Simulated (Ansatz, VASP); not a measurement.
# Ag (Ag(110)) in two plane-wave programs, part 2 of 2

Aim: how closely do two programs agree when they are given the same cell, functional and k mesh?

VASP 6.6.1 and Ansatz 0.2.0.

So far: Starting point; Ansatz: band structure, PBE; VASP: band structure, PBE.

**3. VASP: band structure, PBE (continued)**

Level of this step: PBE; plane waves and PAW (Ag) (VASP).

Numbers of over 12 decimals in the logs are rounded to 6 here.

From OUTCAR (step 3):

```text
ion  position               nearest neighbor table
   1  0.000  0.000  0.337-   3 2.89   2 2.89   2 2.89   2 2.89   2 2.89
   2  0.500  0.500  0.392-   4 2.89   3 2.89   1 2.89   1 2.89   3 2.89   1 2.89   3 2.89   1 2.89
                             3 2.89
   3  0.000  0.000  0.446-   1 2.89   5 2.89   4 2.89   2 2.89   2 2.89   4 2.89   2 2.89   4 2.89
                             2 2.89   4 2.89
   4  0.500  0.500  0.500-   2 2.89   6 2.89   5 2.89   3 2.89   3 2.89   5 2.89   3 2.89   5 2.89
                             3 2.89   5 2.89
   5  0.000  0.000  0.554-   3 2.89   7 2.89   6 2.89   4 2.89   4 2.89   6 2.89   4 2.89   6 2.89
                             4 2.89   6 2.89
   6  0.500  0.500  0.608-   4 2.89   5 2.89   7 2.89   5 2.89   7 2.89   5 2.89   7 2.89   5 2.89
                             7 2.89
   7  0.000  0.000  0.663-   5 2.89   6 2.89   6 2.89   6 2.89   6 2.89

  LATTYP: Found a simple orthorhombic cell.
 ALAT       =     2.8920667351
 B/A-ratio  =     1.4142135624
 C/A-ratio  =     9.2239227683

 Subroutine GETGRP returns: Found  8 space group operations
 (whereof  8 operations were pure point group operations)

The static configuration has the point symmetry D_2h.

 Found     70 irreducible k-points:

   k-points           NKPTS =     70   k-points in BZ     NKDIM =     70   number of bands    NBANDS=     58

   dimension x,y,z NGX =    18 NGY =   12 NGZ =  120
   dimension x,y,z NGXF=    36 NGYF=   24 NGZF=  240

   ENCUT  =  300.0 eV  22.05 Ry    4.70 a.u.   5.78  4.08 37.67*2*pi/ulx,y,z

   NELECT =      77.0000    total number of electrons

 k-points in reciprocal lattice and weights: Automatic mesh
   0.00000000  0.00000000  0.00000000       0.005
   0.08333333  0.00000000  0.00000000       0.009
   0.16666667  0.00000000  0.00000000       0.009
   0.25000000  0.00000000  0.00000000       0.009
   0.33333333  0.00000000  0.00000000       0.009
   0.41666667  0.00000000  0.00000000       0.009
   0.50000000  0.00000000  0.00000000       0.005
   0.00000000  0.05555556  0.00000000       0.009
   0.08333333  0.05555556  0.00000000       0.019
[...]
0.41666667  0.50000000  0.00000000       0.009
   0.50000000  0.50000000  0.00000000       0.005

 dipolmoment           0.000000      0.000000     -0.000000 electrons x Angstroem

 average (electrostatic) potential at core
       1 -78.1653       2 -78.5070       3 -78.5443       4 -78.5894       5 -78.5443
       6 -78.5070       7 -78.1653

 E-fermi :   0.6438

 k-point     1 :       0.0000    0.0000    0.0000
  band No.  band energies     occupation
    ...
     35      -2.3635      2.00000
     36      -2.2686      2.00000
     37      -2.1554      2.00000
     38      -2.1503      2.00000
     39      -0.7346      2.00000
     40       1.0616      0.03018
     41       2.8847      0.00000
     42       2.9595      0.00000
     43       4.3796      0.00000
     44       4.5129      0.00000
    ...

 k-point     2 :       0.0833    0.0000    0.0000
  band No.  band energies     occupation
    ...
     35      -2.4021      2.00000
     36      -2.2575      2.00000
     37      -2.1826      2.00000
     38      -2.1574      2.00000
     39      -0.7048      2.00000
     40       1.1060      0.01946
     41       2.3843      0.00000
     42       3.0007      0.00000
     43       3.8991      0.00000
     44       4.4369      0.00000
    ...

 k-point     3 :       0.1667    0.0000    0.0000
  band No.  band energies     occupation
    ...
     35      -2.3978      2.00000
     36      -2.2540      2.00000
     37      -2.2463      2.00000
     38      -2.1760      2.00000
     39      -0.6094      1.99999
     40       1.1838      0.00899
     41       1.3812      0.00125
     42       2.7188      0.00000
     43       3.1003      0.00000
     44       4.2473      0.00000
    ...

  Total        0.7457963      1.0532832      1.2390628      0.0000000      0.0000000      0.0000000
  in kB        3.7868250      5.3481078      6.2914149      0.0000000      0.0000000      0.0000000
  external PRESSURE =       5.1421159 kB  Pullay stress =       0.0000000 kB

  energy-cutoff  :      300.00
  volume of cell :      315.54
      direct lattice vectors                 reciprocal lattice vectors
     4.090000000  0.000000000  0.000000000     0.244498778  0.000000000  0.000000000
     0.000000000  2.892066735  0.000000000     0.000000000  0.345773487  0.000000000
     0.000000000  0.000000000 26.676200205     0.000000000  0.000000000  0.037486598

 POSITION                                       TOTAL-FORCE (eV/Angst)
 -----------------------------------------------------------------------------------
      0.00000      0.00000      9.00000         0.000000     -0.000000      0.056418
      2.04500      1.44603     10.44603         0.000000      0.000000     -0.323422
      0.00000      0.00000     11.89207         0.000000     -0.000000     -0.028184
      2.04500      1.44603     13.33810         0.000000      0.000000     -0.000000
      0.00000      0.00000     14.78413        -0.000000      0.000000      0.028184
      2.04500      1.44603     16.23017         0.000000      0.000000      0.323422
      0.00000      0.00000     17.67620         0.000000      0.000000     -0.056418
 -----------------------------------------------------------------------------------
    total drift:                                0.000000      0.000000     -0.000000

  FREE ENERGIE OF THE ION-ELECTRON SYSTEM (eV)
  ---------------------------------------------------
  free  energy   TOTEN  =       -17.7795676073 eV

  energy  without entropy=      -17.7130068820  energy(sigma->0) =      -17.74628724

 vacuum level on the upper side and lower side of the slab         4.768         4.768

 total charge
# of ion       s       p       d       tot
------------------------------------------
    1        0.421   0.166   9.195   9.782
    2        0.417   0.275   9.147   9.839
    3        0.419   0.292   9.153   9.864
    4        0.416   0.301   9.144   9.861
    5        0.419   0.292   9.153   9.864
    6        0.417   0.275   9.147   9.839
    7        0.421   0.166   9.195   9.782
--------------------------------------------------
tot          2.929   1.768  64.135  68.832

[... 3 further parts left out ...]
```

This run has no spin polarisation. Its electron count is odd, so without a moment it is a metal by construction.

**4. Differences**

Known differences besides the PAW data sets themselves: the data sets hold 133 valence electrons in Ansatz (default PAW (the set named soft_2) files) and 77 in VASP; the cutoff is 420 eV in Ansatz and 300 eV in VASP (PREC = Normal); VASP leaves aspherical gradient terms in its spheres out (LASPH is not set), Ansatz keeps them. Total energies have different zeros and are not compared.

The two programs side by side:

```csv
quantity,Ansatz,VASP,difference
"work function, lower of the two faces (eV)",4.13,4.12,0.00
"work function, higher of the two faces (eV)",4.13,4.12,0.00
```

Forces (eV/Å; atoms numbered as in POSCAR):

```csv
atom,"Ansatz x, y, z","VASP x, y, z"
Ag1,"0.000, 0.000, 0.057","0.000, 0.000, 0.056"
Ag2,"0.000, 0.000, -0.325","0.000, 0.000, -0.323"
Ag3,"0.000, 0.000, -0.029","0.000, 0.000, -0.028"
Ag4,"0.000, 0.000, 0.000","0.000, 0.000, 0.000"
Ag5,"0.000, 0.000, 0.029","0.000, 0.000, 0.028"
Ag6,"0.000, 0.000, 0.325","0.000, 0.000, 0.323"
Ag7,"0.000, 0.000, -0.057","0.000, 0.000, -0.056"
```

The forces differ by 0.4 meV/Å r.m.s., which is 0.4 % of the r.m.s. force of 0.10 eV/Å (both taken over all components). Levels from 3 eV below to 2 eV above the Fermi level differ by 9 meV r.m.s. and 17 meV at most; each VASP level is matched to the nearest of Ansatz, which flatters the figure a little.

**5. Summary of results**

| Quantity | Value |
| --- | --- |
| r.m.s. difference of levels near the Fermi level (band structure, PBE) | 8.8 meV |

The r.m.s. difference of levels near the Fermi level is 8.8 meV (band structure, PBE), within the 80 meV picked in this series as the mark of a large difference. How closely two codes agree says nothing of how well the functional describes the real material.

[Lines on the potential files, build, host, timing and source positions are cut from VASP's logs without a mark.]

[Logs are printed without paths, hosts, clocks, repeated set-up lines and the standing remarks that a program may print on its own settings, such as how far it seeks lower states.]

[Hosts, paths, dates, database ids (printed as entryN), source tags and the programs' standing remarks are cut or masked in the printed files.]
